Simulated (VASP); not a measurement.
Output of a VASP run:

### OSZICAR
```
       N       E                     dE             d eps       ncg     rms          rms(c)
DAV:   1     0.144211730661E+03    0.14421E+03   -0.49396E+03   840   0.133E+03
DAV:   2     0.102871784154E+01   -0.14318E+03   -0.14110E+03  1208   0.242E+02
DAV:   3    -0.109373281180E+02   -0.11966E+02   -0.11749E+02  1200   0.104E+02
DAV:   4    -0.120747299687E+02   -0.11374E+01   -0.10906E+01  1540   0.228E+01
DAV:   5    -0.121330446627E+02   -0.58315E-01   -0.58055E-01  1312   0.527E+00    0.366E+00
DAV:   6    -0.120875044407E+02    0.45540E-01   -0.15384E-01  1328   0.436E+00    0.235E+00
DAV:   7    -0.120764114809E+02    0.11093E-01   -0.33030E-02  1328   0.163E+00    0.670E-01
DAV:   8    -0.120777976526E+02   -0.13862E-02   -0.93090E-03  1472   0.766E-01    0.159E-01
DAV:   9    -0.120784412612E+02   -0.64361E-03   -0.33981E-03  1376   0.443E-01    0.816E-02
DAV:  10    -0.120784816719E+02   -0.40411E-04   -0.39842E-04  1424   0.171E-01    0.494E-02
DAV:  11    -0.120786053159E+02   -0.12364E-03   -0.72941E-04  1256   0.198E-01    0.118E-02
DAV:  12    -0.120786072704E+02   -0.19546E-05   -0.72002E-05  1512   0.980E-02    0.147E-02
DAV:  13    -0.120786128899E+02   -0.56194E-05   -0.41889E-05  1208   0.475E-02    0.307E-03
DAV:  14    -0.120786128790E+02    0.10905E-07   -0.45564E-06  1352   0.260E-02
   1 F= -.12078613E+02 E0= -.12078205E+02  d E =-.120786E+02
```

**OUTCAR**
```
------------------------ aborting loop because EDIFF is reached ----------------------------------------
  FORCE on cell =-STRESS in cart. coord.  units (eV):
  Direction    XX          YY          ZZ          XY          YZ          ZX
  --------------------------------------------------------------------------------------
  Total       -0.0190175     -0.0190175     -0.0190175      0.0000000     -0.0000000      0.0000000
  in kB       -0.4670800     -0.4670800     -0.4670800      0.0000000     -0.0000000      0.0000000
  external PRESSURE =      -0.4670800 kB  Pullay stress =       0.0000000 kB
  volume of cell :       65.23
      direct lattice vectors                 reciprocal lattice vectors
     0.000000000  3.195076320  3.195076320    -0.156490785  0.156490785  0.156490785
     3.195076320  0.000000000  3.195076320     0.156490785 -0.156490785  0.156490785
     3.195076320  3.195076320  0.000000000     0.156490785  0.156490785 -0.156490785
 POSITION                                       TOTAL-FORCE (eV/Angst)
 -----------------------------------------------------------------------------------
      0.00000      0.00000      0.00000        -0.000000     -0.000000     -0.000000
      3.19508      3.19508      3.19508         0.000000      0.000000      0.000000
 -----------------------------------------------------------------------------------
    total drift:                               -0.000000      0.000000      0.000000
  FREE ENERGIE OF THE ION-ELECTRON SYSTEM (eV)
  ---------------------------------------------------
  free  energy   TOTEN  =       -12.0786128790 eV

  energy  without entropy=      -12.0773879075  energy(sigma->0) =      -12.07820456

 reached required accuracy - stopping structural energy minimisation
```
(Selected blocks of OUTCAR.)

File POSCAR:
```
LaTe
1
   -0.0000000000     3.1950763201     3.1950763201
    3.1950763201    -0.0000000000     3.1950763201
    3.1950763201     3.1950763201     0.0000000000
La Te
1 1
Direct
  0.0000000000   0.0000000000   0.0000000000
  0.5000000000   0.5000000000   0.5000000000
```

**Question.** Write an INCAR and KPOINTS that could have produced this output.

**Answer.** Several could match; the one computed here: the input of the run itself, PBEsol GGA, plane waves, VASP's PBE PAW potentials (set 64).

### INCAR
```
! general
SYSTEM   =  LaTe
PREC     =  Accurate
ENCUT    =  400   ! plane-wave cut-off (eV)
LREAL    =  F   ! projection in real space or not
LASPH    =  T

! electronic loop
EDIFF    =  1E-6   ! SCF stop (eV)
NELM     =  100   ! most electronic steps
ALGO     =  Normal
LMAXMIX  =  6   ! l cut-off of mixed one-centre charges

! smearing
ISMEAR   =  1   ! Methfessel-Paxton
SIGMA    =  0.1   ! width (eV)

! functional
GGA      =  PS   ! PBEsol

! ions
IBRION   =  2
NSW      =  60   ! most ionic steps
ISIF     =  3   ! ions, shape and volume
EDIFFG   =  -0.01   ! ionic stop

! output
LWAVE    =  F
LCHARG   =  F
```

File KPOINTS:
```
Automatic mesh
0
Gamma
9 9 9
0 0 0
```

POTCAR, in this order: La Te (PBE.64 set). Program: vasp_std.

The structure was generated: LaTe was put into the rock salt type (Fm-3m), which need not be its known phase. It was relaxed first, which changed the volume by -37 %. The start is the result of an earlier pass. The electron count is odd and the run is not spin-polarised, which forces a metal.
